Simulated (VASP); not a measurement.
Here is the system:

```yaml
crystal:
  lattice:
    - [2.25139, -3.89953, 0.00000]
    - [2.25139, 3.89953, 0.00000]
    - [0.00000, 0.00000, 7.10369]
  atoms:
    - { symbol: Mg, position: [0.00000, 0.00000, 0.00000] }
    - { symbol: Mg, position: [0.33333, 0.66667, 0.63266] }
    - { symbol: Mg, position: [0.66667, 0.33333, 0.36734] }
    - { symbol: Sb, position: [0.33333, 0.66667, 0.22413] }
    - { symbol: Sb, position: [0.66667, 0.33333, 0.77587] }
```

The numbers are results of LDA (Ceperley-Alder, Perdew-Zunger), VASP's LDA PAW potentials (set 64) (plane waves; VASP 6.6.1), not measurements. Run with 500 eV cut-off, 6×6×3 Γ-centred mesh, Gaussian smearing of 0.050 eV, potentials Mg Sb.

Unless said otherwise, spin-orbit coupling is left out, though it shifts the bands of the heavy elements here.

Q: What does the run give for the energy per atom (σ→0), band gap (on the k-mesh) with the smallest direct gap where there is one?

A: 
```json
{
  "band gap (on the k-mesh)": "0.14 eV",
  "smallest direct gap (on the k-mesh)": "1.19 eV",
  "energy per atom (σ→0)": "-3.413 eV/atom"
}
```

The absolute energy has meaning only against runs of the same code, potentials and settings.

The compound is Mg3Sb2 in the a-la2o3 structure. It was relaxed first.
